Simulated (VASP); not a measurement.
All values below come from PBE0 hybrid, VASP's PBE PAW potentials (set 64) (plane waves; VASP).

A VASP calculation is set up with these files.

POSCAR:
```
LiCl
2.5175360
  0.0000000000   1.0000001189   1.0000001189
  1.0000001189   0.0000000000   1.0000001189
  1.0000001189   1.0000001189   0.0000000000
Li Cl
1 1
Cart
  0.0000000000   0.0000000000   0.0000000000
  1.0000001189   1.0000001189   1.0000001189
```

KPOINTS:
```
K-points
0
Gamma
 6 6 6
0 0 0
```

INCAR:
```
SYSTEM = LiCl
PREC = Accurate
ENCUT = 520
EDIFF = 1E-6
NELM = 60
ALGO = Normal
LREAL = .FALSE.
LASPH = .TRUE.
ISMEAR = 0
SIGMA = 0.05
GGA = PE
AEXX = 0.25
HFRCUT = -1
LHFCALC = .TRUE.
PRECFOCK = Fast
ISYM = 3
LWAVE = .FALSE.
LCHARG = .FALSE.
ISIF = 2
```

POTCAR, in this order: Li_sv Cl (PBE.64 set). Program: vasp_std. Read from the step before: WAVECAR.

The resulting files:

OUTCAR:
```
 ion  position               nearest neighbor table
   1  0.000  0.000  0.000-   2 2.52   2 2.52   2 2.52   2 2.52   2 2.52   2 2.52
   2  0.500  0.500  0.500-   1 2.52   1 2.52   1 2.52   1 2.52   1 2.52   1 2.52
  LATTYP: Found a face centered cubic cell.
 ALAT       =     5.0350725988
 Subroutine PRICEL returns:
 Original cell was already a primitive cell.
 Subroutine GETGRP returns: Found 48 space group operations
The static configuration has the point symmetry O_h .
The dynamic configuration has the point symmetry O_h .
 Subroutine INISYM returns: Found 48 space group operations
 Subroutine IBZKPT returns following result:
 Found     16 irreducible k-points:

 Following reciprocal coordinates:
            Coordinates               Weight
  0.000000  0.000000  0.000000      1.000000
  0.166667  0.000000  0.000000      8.000000
  0.333333  0.000000  0.000000      8.000000
  0.500000  0.000000  0.000000      4.000000
  0.166667  0.166667  0.000000      6.000000
  0.333333  0.166667  0.000000     24.000000
  0.500000  0.166667  0.000000     24.000000
 -0.333333  0.166667  0.000000     24.000000
 -0.166667  0.166667  0.000000     12.000000
...
```

**OSZICAR**
```
       N       E                     dE             d eps       ncg     rms          rms(c)
DAV:   1    -0.897025697788E+01   -0.89703E+01   -0.13892E-01   288   0.389E+00    0.443E-01
DAV:   2    -0.897182323798E+01   -0.15663E-02   -0.49242E-03   382   0.702E-01    0.298E-01
DAV:   3    -0.897175437560E+01    0.68862E-04   -0.14772E-04   407   0.134E-01    0.176E-01
DAV:   4    -0.897171691701E+01    0.37459E-04   -0.18633E-05   331   0.433E-02    0.105E-01
DAV:   5    -0.897170617295E+01    0.10744E-04   -0.10624E-05   418   0.296E-02    0.630E-02
DAV:   6    -0.897170324679E+01    0.29262E-05   -0.27053E-06   288   0.165E-02    0.375E-02
DAV:   7    -0.897170241326E+01    0.83353E-06   -0.85048E-07   178   0.108E-02
   1 F= -.89717024E+01 E0= -.89717024E+01  d E =-.147548E-20
```

### OUTCAR
```
------------------------ aborting loop because EDIFF is reached ----------------------------------------
  FORCE on cell =-STRESS in cart. coord.  units (eV):
  Direction    XX          YY          ZZ          XY          YZ          ZX
  --------------------------------------------------------------------------------------
  Total        0.3107074      0.3107074      0.3107074      0.0000000      0.0000000      0.0000000
  in kB       15.5992959     15.5992959     15.5992959      0.0000000      0.0000000      0.0000000
  external PRESSURE =      15.5992959 kB  Pullay stress =       0.0000000 kB
  volume of cell :       31.91
      direct lattice vectors                 reciprocal lattice vectors
     0.000000000  2.517536299  2.517536299    -0.198606868  0.198606868  0.198606868
     2.517536299  0.000000000  2.517536299     0.198606868 -0.198606868  0.198606868
     2.517536299  2.517536299  0.000000000     0.198606868  0.198606868 -0.198606868
  FREE ENERGIE OF THE ION-ELECTRON SYSTEM (eV)
  ---------------------------------------------------
  free  energy   TOTEN  =        -8.9717024133 eV

  energy  without entropy=       -8.9717024133  energy(sigma->0) =       -8.97170241

  exchange ACFDT corr.  =         0.00000000  see jH, gK, PRB 81, 115126
```
(Selected blocks of OUTCAR.)

The compound is LiCl in the rock salt structure. This cell is one point of a volume scan, at 0.94 of the reference volume. The cell's shape comes from a PBE relaxation.
